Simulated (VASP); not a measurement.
An input for Quantum ESPRESSO's pw.x (written as the equivalent of a VASP run, and not itself run):

```
&CONTROL
  calculation = 'vc-relax'
  pseudo_dir = './pseudo'
  outdir = './out'
  tprnfor = .true.
  tstress = .true.
  nstep = 40
  forc_conv_thr = 0.00078
/
&SYSTEM
  ibrav = 0
  nat = 8
  ntyp = 3
  ecutwfc = 84
  occupations = 'smearing'
  smearing = 'gaussian'
  degauss = 0.003675
  input_dft = 'pz'
/
&ELECTRONS
  conv_thr = 7.3e-08
  electron_maxstep = 100
/
&IONS
/
&CELL
  press = 300
/
ATOMIC_SPECIES
  Zn 65.380 Zn.upf
  Si 28.085 Si.upf
  P 30.974 P.upf
CELL_PARAMETERS angstrom
    -2.4849852    2.4849852    4.8574717
     2.4849852   -2.4849852    4.8574717
     2.4849852    2.4849852   -4.8574717
ATOMIC_POSITIONS crystal
  Zn   0.0000000  0.0000000  0.0000000
  Zn   0.7500000  0.2500000  0.5000000
  Si   0.5000000  0.5000000  0.0000000
  Si   0.2500000  0.7500000  0.5000000
  P    0.8750000  0.8662496  0.4912496
  P    0.1337504  0.6250000  0.0087504
  P    0.3750000  0.3837504  0.5087504
  P    0.6162496  0.1250000  0.9912496
K_POINTS automatic
  6 6 6 0 0 0
```

**Question.** Write the VASP files for the same calculation (LDA).

**Answer.** This is not unique; one that fits is 
**INCAR**
```
! general
SYSTEM  = ZnSiP2
PREC    = Accurate
ENCUT   = 500
LREAL   = .FALSE.   ! projection in real space or not
LASPH   = .TRUE.   ! aspherical one-centre terms

! electronic loop
EDIFF   = 1E-6   ! SCF stop (eV)
NELM    = 100   ! most electronic steps
ALGO    = Normal   ! blocked Davidson
LMAXMIX = 4

! smearing
ISMEAR  = 0   ! Gaussian
SIGMA   = 0.05   ! width (eV)

! ions
IBRION  = 2   ! conjugate gradients
NSW     = 40   ! most ionic steps
ISIF    = 3   ! ions, shape and volume
EDIFFG  = -0.02
PSTRESS = 300   ! kbar

! output
LWAVE   = .FALSE.
LCHARG  = .FALSE.
```

**POSCAR**
```
ZnSiP2
1
   -2.4849851879     2.4849851879     4.8574716521
    2.4849851879    -2.4849851879     4.8574716521
    2.4849851879     2.4849851879    -4.8574716521
Zn Si P
2 2 4
Direct
  0.0000000000   0.0000000000   0.0000000000
  0.7500000000   0.2500000000   0.5000000000
  0.5000000000   0.5000000000   0.0000000000
  0.2500000000   0.7500000000   0.5000000000
  0.8750000000   0.8662496418   0.4912496418
  0.1337503582   0.6250000000   0.0087503582
  0.3750000000   0.3837503582   0.5087503582
  0.6162496418   0.1250000000   0.9912496418
```

KPOINTS:
```
kpoints
0
gamma
  6 6 6
```

POTCAR, in this order: Zn Si P (LDA.64 set). Program: vasp_std.

Limits of the translation: the potentials are each code's own (VASP's PAW set, PseudoDojo norm-conserving files in pw.x), so ENCUT and ecutwfc are chosen apart and not converted; conv_thr bounds pw.x's estimated SCF error, while EDIFF bounds the energy change between steps; forc_conv_thr acts on force components and is met together with etot_conv_thr.

The compound is ZnSiP2 in the chalcopyrite structure. It was relaxed first under an external pressure of 30 GPa.
